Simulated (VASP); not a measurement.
An input for Quantum ESPRESSO's pw.x (written as the equivalent of a VASP run, and not itself run):

```
&CONTROL
  calculation = 'scf'
  pseudo_dir = './pseudo'
  outdir = './out'
  tprnfor = .true.
  tstress = .true.
/
&SYSTEM
  ibrav = 0
  nat = 4
  ntyp = 2
  ecutwfc = 86
  occupations = 'tetrahedra'
  input_dft = 'pbesol'
/
&ELECTRONS
  conv_thr = 7.3e-09
  electron_maxstep = 100
/
ATOMIC_SPECIES
  Zr 91.224 Zr.upf
  Se 78.971 Se.upf
CELL_PARAMETERS angstrom
     3.5001820    0.0000000    0.0000000
    -1.7500910    3.0312463    0.0000000
     0.0000000    0.0000000    8.6630567
ATOMIC_POSITIONS crystal
  Zr   0.3333330  0.6666670  0.0368626
  Zr   0.6666670  0.3333330  0.5368626
  Se   0.3333330  0.6666670  0.3381374
  Se   0.6666670  0.3333330  0.8381374
K_POINTS automatic
  8 8 3 0 0 0
```

Translate this input to VASP (INCAR, KPOINTS, POSCAR, choice of POTCAR).

One answer among several that fit: 
File POSCAR:
```
ZrSe
3.5001820
  0.9999999901   0.0000000000   0.0000000000
 -0.4999999951   0.8660253503   0.0000000000
  0.0000000000   0.0000000000   2.4750303556
Zr Se
2 2
Cart
 -0.0000005000   0.5773505222   0.0912360475
  0.5000004951   0.2886748281   1.3287512253
 -0.0000005000   0.5773505222   0.8369003358
  0.5000004951   0.2886748281   2.0744155136
```

**INCAR**
```
! general
SYSTEM  = ZrSe
PREC    = Accurate
ENCUT   = 400
LREAL   = .False.
LASPH   = .True.   ! aspherical one-centre terms

! electronic loop
EDIFF   = 1E-7   ! SCF stop (eV)
NELM    = 100   ! most electronic steps
ALGO    = Normal
LMAXMIX = 4   ! l cut-off of mixed one-centre charges

! smearing
ISMEAR  = -5   ! tetrahedra, Bloechl

! functional
GGA     = PS

! ions
ISIF    = 2

! output
LWAVE   = .False.
LCHARG  = .True.
LORBIT  = 11
NEDOS   = 601   ! DOS grid

! other
LEFG    = .True.
```

KPOINTS:
```
kpoints
0
gamma
8 8 3
```

POTCAR, in this order: Zr_sv Se (PBE.64 set). Program: vasp_std.

The two are equivalent in intent, not identical: the potentials are each code's own (VASP's PAW set, PseudoDojo norm-conserving files in pw.x), so ENCUT and ecutwfc are chosen apart and not converted; conv_thr bounds pw.x's estimated SCF error, while EDIFF bounds the energy change between steps; the field gradients of LEFG aren't asked of the other code.

The structure was generated: ZrSe was put into the wurtzite type (P6_3mc), which need not be its known phase. It was relaxed first, which changed the volume by -42 %.
